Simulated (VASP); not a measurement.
These are PBEsol GGA, VASP's PBE PAW potentials (set 64) (plane waves; VASP) values and carry that method's errors.

A VASP calculation is set up with these files.

KPOINTS:
```
Automatic mesh
0
Gamma
5 5 1
0 0 0
```

**INCAR**
```
! general
SYSTEM  = PbSe(100) slab
PREC    = Normal
ENCUT   = 400   ! plane-wave cut-off (eV)
LREAL   = F   ! projection in real space or not
LASPH   = T   ! aspherical one-centre terms

! electronic loop
EDIFF   = 1E-5   ! SCF stop (eV)
NELM    = 100
NELMIN  = 4
ALGO    = Normal
LMAXMIX = 4   ! l cut-off of mixed one-centre charges

! smearing
ISMEAR  = 0   ! Gaussian
SIGMA   = 0.05   ! width (eV)

! functional
GGA     = PS   ! PBEsol

! ions
IBRION  = 2   ! conjugate gradients
NSW     = 50   ! most ionic steps
ISIF    = 2   ! forces and stress, cell fixed
EDIFFG  = -0.03

! output
LWAVE   = T
LCHARG  = F

! other
LDIPOL  = T
IDIPOL  = 3
DIPOL   = 0.5 0.5 0.5
```

### POSCAR
```
PbSe(100) slab
1.0
  4.3136582089   0.0000000000   0.0000000000
  0.0000000000   4.3136582089   0.0000000000
  0.0000000000   0.0000000000  27.1529087298
Pb Se
4 4
direct
  0.0000000000   0.5000000000   0.3314980000
  0.5000000000   0.0000000000   0.4438330000
  0.0000000000   0.5000000000   0.5561670000
  0.5000000000   0.0000000000   0.6685020000
  0.0000000000   0.5000000000   0.4438330000
  0.5000000000   0.0000000000   0.3314980000
  0.0000000000   0.5000000000   0.6685020000
  0.5000000000   0.0000000000   0.5561670000
```

POTCAR, in this order: Pb_d Se (PBE.64 set). Program: vasp_std.

The run wrote:

**OUTCAR**
```
 ion  position               nearest neighbor table
   1  0.000  0.500  0.331-   6 3.05   6 3.05   6 3.05   6 3.05   5 3.05
   2  0.500  0.000  0.444-   8 3.05   5 3.05   5 3.05   5 3.05   5 3.05   6 3.05
   3  0.000  0.500  0.556-   5 3.05   8 3.05   8 3.05   8 3.05   8 3.05   7 3.05
   4  0.500  0.000  0.669-   7 3.05   7 3.05   7 3.05   7 3.05   8 3.05
   5  0.000  0.500  0.444-   3 3.05   2 3.05   2 3.05   2 3.05   2 3.05   1 3.05
   6  0.500  0.000  0.331-   1 3.05   1 3.05   1 3.05   1 3.05   2 3.05
   7  0.000  0.500  0.669-   4 3.05   4 3.05   4 3.05   4 3.05   3 3.05
   8  0.500  0.000  0.556-   2 3.05   3 3.05   3 3.05   3 3.05   3 3.05   4 3.05
  LATTYP: Found a simple tetragonal cell.
 ALAT       =     4.3136582089
 C/A-ratio  =     6.2946361104
 Subroutine PRICEL returns:
 Original cell was already a primitive cell.
 Subroutine GETGRP returns: Found 16 space group operations
The static configuration has the point symmetry D_2d.
 The point group associated with its full space group is D_4h.
The dynamic configuration has the point symmetry D_2d.
 Subroutine INISYM returns: Found 16 space group operations
 Subroutine IBZKPT returns following result:
 Found      6 irreducible k-points:

 Following reciprocal coordinates:
            Coordinates               Weight
  0.000000  0.000000  0.000000      1.000000
...
```

File OSZICAR:
```
...
DAV:  12    -0.349760037107E+02   -0.35930E-03   -0.19670E-04   704   0.600E-02    0.239E-02
DAV:  13    -0.349767215912E+02   -0.71788E-03   -0.31666E-04   624   0.734E-02    0.154E-02
DAV:  14    -0.349769254666E+02   -0.20388E-03   -0.39491E-05   576   0.302E-02    0.122E-02
DAV:  15    -0.349772399130E+02   -0.31445E-03   -0.47287E-05   512   0.373E-02    0.389E-03
DAV:  16    -0.349773230562E+02   -0.83143E-04   -0.82255E-06   448   0.127E-02    0.386E-03
DAV:  17    -0.349773893213E+02   -0.66265E-04   -0.73981E-06   488   0.139E-02    0.152E-03
DAV:  18    -0.349774009267E+02   -0.11605E-04   -0.25730E-06   440   0.561E-03    0.885E-04
DAV:  19    -0.349774255309E+02   -0.24604E-04   -0.98369E-07   416   0.449E-03    0.688E-04
DAV:  20    -0.349774495106E+02   -0.23980E-04   -0.17990E-06   432   0.342E-03    0.583E-04
DAV:  21    -0.349774615140E+02   -0.12003E-04   -0.75726E-07   416   0.288E-03    0.286E-04
DAV:  22    -0.349774651256E+02   -0.36116E-05   -0.35508E-07   432   0.258E-03
   1 F= -.34977465E+02 E0= -.34977465E+02  d E =-.349775E+02
       N       E                     dE             d eps       ncg     rms          rms(c)
DAV:   1    -0.349818253907E+02   -0.43639E-02   -0.11714E+01   608   0.130E+01    0.519E-01
DAV:   2    -0.350226272846E+02   -0.40802E-01   -0.43598E-01   840   0.449E+00    0.192E-01
DAV:   3    -0.350220233264E+02    0.60396E-03   -0.41504E-03   808   0.536E-01    0.117E-01
DAV:   4    -0.350217810754E+02    0.24225E-03   -0.93281E-04   784   0.273E-01    0.477E-02
DAV:   5    -0.350217937397E+02   -0.12664E-04   -0.17058E-04   824   0.105E-01    0.132E-02
DAV:   6    -0.350218026488E+02   -0.89091E-05   -0.84674E-06   432   0.275E-02
   2 F= -.35021803E+02 E0= -.35021803E+02  d E =-.443375E-01
       N       E                     dE             d eps       ncg     rms          rms(c)
DAV:   1    -0.347318421447E+02    0.28995E+00   -0.10769E+02   640   0.428E+01    0.149E+00
DAV:   2    -0.351006521001E+02   -0.36881E+00   -0.38102E+00   800   0.107E+01    0.424E-01
DAV:   3    -0.351072690699E+02   -0.66170E-02   -0.10555E-01   784   0.178E+00    0.291E-01
DAV:   4    -0.351069865307E+02    0.28254E-03   -0.97782E-03   872   0.563E-01    0.167E-01
DAV:   5    -0.351069743247E+02    0.12206E-04   -0.12163E-03   736   0.358E-01    0.479E-02
DAV:   6    -0.351070574231E+02   -0.83098E-04   -0.36452E-04   768   0.177E-01    0.257E-02
DAV:   7    -0.351070694282E+02   -0.12005E-04   -0.27173E-05   488   0.510E-02    0.128E-02
DAV:   8    -0.351070826478E+02   -0.13220E-04   -0.12142E-05   432   0.287E-02    0.533E-03
DAV:   9    -0.351070911379E+02   -0.84901E-05   -0.34215E-06   408   0.135E-02
   3 F= -.35107091E+02 E0= -.35107091E+02  d E =-.129626E+00
       N       E                     dE             d eps       ncg     rms          rms(c)
DAV:   1    -0.341361503233E+02    0.97093E+00   -0.47215E+02   760   0.108E+02    0.366E+00
DAV:   2    -0.349047811893E+02   -0.76863E+00   -0.80705E+00   688   0.172E+01    0.842E-01
DAV:   3    -0.349187427444E+02   -0.13962E-01   -0.28199E-01   848   0.388E+00    0.684E-01
DAV:   4    -0.349164276141E+02    0.23151E-02   -0.15521E-02   720   0.881E-01    0.326E-01
DAV:   5    -0.349163689616E+02    0.58653E-04   -0.51963E-03   824   0.441E-01    0.620E-02
DAV:   6    -0.349164731341E+02   -0.10417E-03   -0.84190E-04   744   0.175E-01    0.646E-02
DAV:   7    -0.349165824743E+02   -0.10934E-03   -0.19294E-04   672   0.554E-02    0.372E-02
DAV:   8    -0.349166291947E+02   -0.46720E-04   -0.13756E-05   496   0.314E-02    0.226E-02
DAV:   9    -0.349166802903E+02   -0.51096E-04   -0.26244E-05   536   0.208E-02    0.648E-03
DAV:  10    -0.349167053338E+02   -0.25043E-04   -0.33582E-06   424   0.112E-02    0.239E-03
DAV:  11    -0.349167238243E+02   -0.18490E-04   -0.24992E-06   416   0.779E-03    0.218E-03
DAV:  12    -0.349167441985E+02   -0.20374E-04   -0.33421E-06   424   0.706E-03    0.199E-03
DAV:  13    -0.349167549622E+02   -0.10764E-04   -0.17533E-06   400   0.536E-03    0.102E-03
DAV:  14    -0.349167612274E+02   -0.62652E-05   -0.15883E-06   400   0.451E-03
   4 F= -.34916761E+02 E0= -.34916761E+02  d E =0.607039E-01
       N       E                     dE             d eps       ncg     rms          rms(c)
DAV:   1    -0.345374722770E+02    0.37928E+00   -0.35226E+02   768   0.899E+01    0.271E+00
DAV:   2    -0.351041175532E+02   -0.56665E+00   -0.61389E+00   672   0.143E+01    0.912E-01
DAV:   3    -0.351160517216E+02   -0.11934E-01   -0.19426E-01   824   0.331E+00    0.709E-01
DAV:   4    -0.351142154108E+02    0.18363E-02   -0.12386E-02   736   0.879E-01    0.341E-01
DAV:   5    -0.351143142067E+02   -0.98796E-04   -0.33413E-03   696   0.360E-01    0.865E-02
DAV:   6    -0.351143610243E+02   -0.46818E-04   -0.50714E-04   736   0.221E-01    0.765E-02
DAV:   7    -0.351143682303E+02   -0.72060E-05   -0.10680E-04   776   0.765E-02    0.383E-02
DAV:   8    -0.351143748780E+02   -0.66477E-05   -0.34653E-05   552   0.657E-02
   5 F= -.35114375E+02 E0= -.35114375E+02  d E =-.136910E+00
       N       E                     dE             d eps       ncg     rms          rms(c)
DAV:   1    -0.351105785733E+02    0.37897E-02   -0.19818E+00   616   0.536E+00    0.205E-01
DAV:   2    -0.351154522216E+02   -0.48736E-02   -0.52108E-02   840   0.159E+00    0.612E-02
DAV:   3    -0.351154001348E+02    0.52087E-04   -0.79552E-04   824   0.217E-01    0.367E-02
DAV:   4    -0.351153854280E+02    0.14707E-04   -0.13386E-04   752   0.930E-02    0.159E-02
DAV:   5    -0.351153945368E+02   -0.91088E-05   -0.14681E-05   416   0.428E-02
   6 F= -.35115395E+02 E0= -.35115395E+02  d E =-.137929E+00
       N       E                     dE             d eps       ncg     rms          rms(c)
DAV:   1    -0.351124672764E+02    0.29182E-02   -0.29244E+00   656   0.639E+00    0.244E-01
DAV:   2    -0.351199348763E+02   -0.74676E-02   -0.86233E-02   848   0.202E+00    0.107E-01
DAV:   3    -0.351198563434E+02    0.78533E-04   -0.18940E-03   896   0.482E-01    0.767E-02
DAV:   4    -0.351198325535E+02    0.23790E-04   -0.48988E-04   800   0.197E-01    0.447E-02
DAV:   5    -0.351198135497E+02    0.19004E-04   -0.66404E-05   752   0.141E-01    0.217E-02
DAV:   6    -0.351198184158E+02   -0.48660E-05   -0.67267E-05   600   0.802E-02
   7 F= -.35119818E+02 E0= -.35119818E+02  d E =-.442388E-02
       N       E                     dE             d eps       ncg     rms          rms(c)
DAV:   1    -0.351194204479E+02    0.39310E-03   -0.41338E-01   656   0.229E+00    0.828E-02
DAV:   2    -0.351202196978E+02   -0.79925E-03   -0.93619E-03   832   0.586E-01    0.342E-02
DAV:   3    -0.351202265227E+02   -0.68249E-05   -0.29726E-04   832   0.146E-01    0.246E-02
DAV:   4    -0.351202262329E+02    0.28982E-06   -0.47171E-05   544   0.533E-02
   8 F= -.35120226E+02 E0= -.35120226E+02  d E =-.483170E-02
       N       E                     dE             d eps       ncg     rms          rms(c)
DAV:   1    -0.351202183017E+02    0.82210E-05   -0.38505E-03   656   0.224E-01    0.988E-03
DAV:   2    -0.351202274393E+02   -0.91376E-05   -0.11667E-04   816   0.898E-02    0.711E-03
DAV:   3    -0.351202280192E+02   -0.57989E-06   -0.61411E-06   416   0.193E-02    0.405E-03
DAV:   4    -0.351202283121E+02   -0.29287E-06   -0.13191E-06   400   0.108E-02
   9 F= -.35120228E+02 E0= -.35120228E+02  d E =-.483378E-02
       N       E                     dE             d eps       ncg     rms          rms(c)
DAV:   1    -0.351203078743E+02   -0.79855E-04   -0.13965E-01   608   0.140E+00    0.562E-02
DAV:   2    -0.351206609195E+02   -0.35305E-03   -0.37827E-03   824   0.361E-01    0.219E-02
DAV:   3    -0.351206609014E+02    0.18129E-07   -0.63454E-05   576   0.532E-02    0.181E-02
DAV:   4    -0.351206590910E+02    0.18104E-05   -0.62931E-06   432   0.182E-02
  10 F= -.35120659E+02 E0= -.35120659E+02  d E =-.430779E-03
```

OUTCAR:
```
------------------------ aborting loop because EDIFF is reached ----------------------------------------
  FORCE on cell =-STRESS in cart. coord.  units (eV):
  Direction    XX          YY          ZZ          XY          YZ          ZX
  --------------------------------------------------------------------------------------
  Total       -0.1279977     -0.1279977     -0.2092903      0.0000000      0.0000000      0.0000000
  in kB       -0.4058868     -0.4058868     -0.6636695      0.0000000      0.0000000      0.0000000
  external PRESSURE =      -0.4918143 kB  Pullay stress =       0.0000000 kB
  volume of cell :      505.25
      direct lattice vectors                 reciprocal lattice vectors
     4.313658209  0.000000000  0.000000000     0.231821798  0.000000000  0.000000000
     0.000000000  4.313658209  0.000000000     0.000000000  0.231821798  0.000000000
     0.000000000  0.000000000 27.152908730     0.000000000  0.000000000  0.036828467
 POSITION                                       TOTAL-FORCE (eV/Angst)
 -----------------------------------------------------------------------------------
      0.00000      2.15683      9.10886         0.000000     -0.000000      0.020876
      2.15683      0.00000     11.93574        -0.000000     -0.000000      0.003835
      4.31366      2.15683     15.21717         0.000000      0.000000     -0.003835
      2.15683      0.00000     18.04405         0.000000     -0.000000     -0.020876
      0.00000      2.15683     11.97056         0.000000      0.000000      0.026020
      2.15683      0.00000      9.04951        -0.000000     -0.000000     -0.022631
      0.00000      2.15683     18.10340         0.000000     -0.000000      0.022631
      2.15683      0.00000     15.18235         0.000000      0.000000     -0.026020
 -----------------------------------------------------------------------------------
    total drift:                                0.000000      0.000000     -0.000000
  FREE ENERGIE OF THE ION-ELECTRON SYSTEM (eV)
  ---------------------------------------------------
  free  energy   TOTEN  =       -35.1206590910 eV

  energy  without entropy=      -35.1206590910  energy(sigma->0) =      -35.12065909

 reached required accuracy - stopping structural energy minimisation
```
(Selected blocks of OUTCAR.)

CONTCAR:
```
PbSe(100) slab
   1.00000000000000
     4.3136582088999997    0.0000000000000000    0.0000000000000000
     0.0000000000000000    4.3136582088999997    0.0000000000000000
     0.0000000000000000    0.0000000000000000   27.1529087298000000
  Pb              Se
     4     4
Direct
     0.0000000000000000    0.5000000000000000    0.3354653628929504
     0.5000000000000000    0.0000000000000000    0.4395749285769230
     1.0000000000000000    0.5000000000000000    0.5604250714230771
     0.5000000000000000    0.0000000000000000    0.6645346371070499
     0.0000000000000000    0.5000000000000000    0.4408574466723925
     0.5000000000000000    0.0000000000000000    0.3332796825582561
     0.0000000000000000    0.5000000000000000    0.6667203174417439
     0.5000000000000000    0.0000000000000000    0.5591425533276074
```

The cell is a thin slab with vacuum, built from PbSe (rock salt): (100) face.
